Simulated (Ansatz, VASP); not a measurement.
# SrGeC: VASP beside Ansatz, part 2 of 2

Aim: how closely do two programs agree when they are given the same cell, functional and k mesh? The cell is invented: As first built, before any earlier steps moved the atoms (in the runner's words): it takes the SrSiGe structure with some of its atoms replaced by other elements, volume scaled by an estimate. It may not be a known or stable phase. The cell is taken from a series of VASP runs on this material, whose earlier steps may have relaxed, scaled or displaced it; both programs get it as it stands.

VASP 6.6.1 and Ansatz 0.2.0.

So far. Step 2 (Ansatz: single point, BLYP): The run ends at a pressure of -0.37 GPa, with forces up to 0.062 eV/Å.

## (7) VASP: band structure, BLYP

Level of this step: BLYP; plane waves and PAW (Sr_sv, Ge_d, C); invented cell (VASP).

The same cell, functional (in two slightly different forms), mesh and smearing now go to VASP, with its own data sets and cutoff.

INCAR

```
SYSTEM = SrGeC
PREC = Accurate
ENCUT = 520
EDIFF = 1E-06
NELM = 100
ISMEAR = -1
SIGMA = 0.05
LREAL = .FALSE.
ALGO = Normal
GGA = B5
ALDAX = 1
AGGAX = 1
AGGAC = 1
ALDAC = 0
NBANDS = 27
LORBIT = 11
LWAVE = .FALSE.
LCHARG = .FALSE.
```

POSCAR

```
SrGeC
1.0
    3.3738435062     -0.0442250822     -0.0225433496
   -1.6416818927      3.9198555329      0.2700258552
    0.0235827661      0.2062181336      5.1246383429
Sr Ge C
1 1 1
Direct
    0.6689023961      0.3401983892      0.9288894129
    0.9496572779      0.9044411838      0.4338923695
    0.3767053260      0.7581634269      0.6415582178
```

KPOINTS

```
Automatic mesh
0
Gamma
7 6 5
0 0 0
```

KPOINTS_OPT

```
Line mode
16
Line-mode
Reciprocal
  0.50000000  -0.50000000   0.00000000 X
  0.00000000   0.00000000   0.00000000 GAMMA

  0.00000000   0.00000000   0.00000000 GAMMA
  0.00000000   0.00000000  -0.50000000 Y

  0.50000000  -0.50000000  -0.50000000 L
  0.00000000   0.00000000   0.00000000 GAMMA

  0.00000000   0.00000000   0.00000000 GAMMA
  0.00000000   0.50000000   0.50000000 Z

  0.50000000   0.00000000   0.50000000 N
  0.00000000   0.00000000   0.00000000 GAMMA

  0.00000000   0.00000000   0.00000000 GAMMA
  0.00000000   0.50000000   0.00000000 M

  0.50000000   0.00000000   0.00000000 R
  0.00000000   0.00000000   0.00000000 GAMMA
```

PAW data sets: Sr_sv, Ge_d and C (PBE family, release 64).

Started as:

```console
mpirun -np 1 vasp_std
```

Numbers of over 12 decimals in the logs are rounded to 6 here.

The program printed:

```text
[banner, memory and clock lines left out]
running    1 mpi-ranks, on    1 nodes
[...]
[... a notice as in an earlier step ...]

 LDA part: xc-table for (Slater(with rela. corr.)+VWN5), standard interpolation
 POSCAR, INCAR and KPOINTS ok, starting setup
[...]
entering main loop
       N       E                     dE             d eps       ncg     rms          rms(c)
DAV:   1     0.234581551885E+03    0.23458E+03   -0.12946E+04  7230   0.188E+03
DAV:   2     0.203463473364E+02   -0.21424E+03   -0.19909E+03  6408   0.597E+02
DAV:   3    -0.132354277854E+02   -0.33582E+02   -0.33104E+02  7008   0.113E+02
DAV:   4    -0.156853570483E+02   -0.24499E+01   -0.24405E+01  9497   0.283E+01
[...]
DAV:  12    -0.127730901952E+02   -0.15838E-04   -0.40295E-05  6395   0.461E-02    0.112E-02
DAV:  13    -0.127730917467E+02   -0.15516E-05   -0.54065E-06  7150   0.116E-02    0.401E-03
DAV:  14    -0.127730926340E+02   -0.88723E-06   -0.15491E-06  5350   0.714E-03
   1 F= -.12773093E+02 E0= -.12772064E+02  d E =-.205717E-02
 Start KPOINTS_OPT (optional k-point list driver)
k-point batch [1-106\112]
       N       E                     dE             ncg
DAV:   1    -0.114031344242E+05   -0.60101E+05     7300
DAV:   2    -0.335545381858E+05   -0.22151E+05     6418
DAV:   3    -0.370067346235E+05   -0.34522E+04     6843
DAV:   4    -0.372846524409E+05   -0.27792E+03     9869
DAV:   5    -0.372867824297E+05   -0.21300E+01     6803
DAV:   6    -0.372868283477E+05   -0.45918E-01     7791
DAV:   7    -0.372868290337E+05   -0.68598E-03     6937
DAV:   8    -0.372868290629E+05   -0.29187E-04     6556
DAV:   9    -0.372868290636E+05   -0.77343E-06     4418
k-point batch [107-112\112]
       N       E                     dE             ncg
DAV:   1     0.416347702468E+05   -0.10661E+04      401
DAV:   2     0.403860343044E+05   -0.12487E+04      364
DAV:   3     0.401904665853E+05   -0.19557E+03      377
DAV:   4     0.401739917439E+05   -0.16475E+02      568
DAV:   5     0.401738576628E+05   -0.13408E+00      377
DAV:   6     0.401738530851E+05   -0.45777E-02      461
DAV:   7     0.401738530340E+05   -0.51090E-04      393
DAV:   8     0.401738530325E+05   -0.15372E-05      368
DAV:   9     0.401738530324E+05   -0.72912E-07      213
```

OUTCAR, selected parts (step 7):

```text
  Total       -0.0126479     -0.0197603     -0.0296249      0.0042417      0.0039638      0.0074299
  in kB       -0.3014473     -0.4709640     -0.7060759      0.1010967      0.0944725      0.1770842
  external PRESSURE =      -0.4928290 kB  Pullay stress =       0.0000000 kB

 POSITION                                       TOTAL-FORCE (eV/Angst)
 -----------------------------------------------------------------------------------
      1.72018      1.49550      4.83701        -0.006530     -0.007437     -0.000811
      1.72942      3.59276      2.44636         0.003673      0.001123      0.007381
      0.04141      3.08753      3.48399         0.002857      0.006314     -0.006570
 -----------------------------------------------------------------------------------
    total drift:                                0.000773      0.000696      0.000887

  FREE ENERGIE OF THE ION-ELECTRON SYSTEM (eV)
  ---------------------------------------------------
  free  energy   TOTEN  =       -12.7730926340 eV

  energy  without entropy=      -12.7710354624  energy(sigma->0) =      -12.77206405

[... 1 part as in an earlier step ...]

[... 2 further parts left out ...]
[key lines of the parts left out:]
E-fermi :   4.0373
```

The run ends at a pressure of -0.05 GPa, with forces up to 0.0099 eV/Å.

## (8) Differences

The two programs side by side:

```tsv
quantity	Ansatz	VASP	difference
pressure (GPa)	-0.37	-0.05	-0.32
pressure without Ansatz's Pulay correction (GPa)	-0.47	-0.05	-0.42
```

At this near-relaxed geometry the largest component of a force difference is 49 meV/Å. Levels from 3 eV below to 2 eV above the Fermi level differ by 7 meV r.m.s. and 15 meV at most; each VASP level is matched to the nearest of Ansatz, which flatters the figure a little. Ansatz's pressure holds a Pulay correction of 0.10 GPa; VASP's holds none.

## (9) What the set-up changes

Further runs change the set-up of one program: Ansatz's method, potentials or start, or VASP's data sets, cutoff or form of LDA. The table gives Ansatz less VASP for each quantity, since a change that brings one quantity closer may part another.

```tsv
run	r.m.s. force difference (meV/Å)	pressure (GPa)	pressure without Ansatz's Pulay correction (GPa)
as above	23	-0.32	-0.42
cores kept as stored	23	-0.32	-0.42
Ansatz's larger PAW set (cutoff 800 eV)	17	-0.28	
norm-conserving potentials (cutoff 1116 eV)	16	-0.24
```

## (10) What came out

| Property | Result |
| --- | --- |
| r.m.s. force difference (single point, BLYP) | 23 meV/Å |
| r.m.s. force difference (band structure, BLYP) | 23 meV/Å |

**Reading.** The r.m.s. force difference is 23 meV/Å (band structure, BLYP), beyond the 12 meV/Å picked in this series as the mark of a large difference. Single point, BLYP, Ansatz's larger PAW set (cutoff 800 eV): r.m.s. force difference goes from 23 to 17 meV/Å. Single point, BLYP, norm-conserving potentials (cutoff 1116 eV): r.m.s. force difference goes from 23 to 16 meV/Å; the difference in pressure goes from -0.31 to -0.23 GPa. Band structure, BLYP, Ansatz's larger PAW set (cutoff 800 eV): r.m.s. force difference goes from 23 to 17 meV/Å. Band structure, BLYP, norm-conserving potentials (cutoff 1116 eV): r.m.s. force difference goes from 23 to 16 meV/Å; the difference in pressure goes from -0.32 to -0.24 GPa. Such differences can come from data sets, numerical settings and the points named under the comparisons, not from the functional's error against experiment.

[Lines on the potential files, build, host, timing and source positions are cut from VASP's logs without a mark.]

[Logs are printed without paths, hosts, clocks, repeated set-up lines and the standing remarks that a program may print on its own settings, such as how far it seeks lower states.]

[Hosts, paths, dates, database ids (printed as entryN), source tags and the programs' standing remarks are cut or masked in the printed files.]
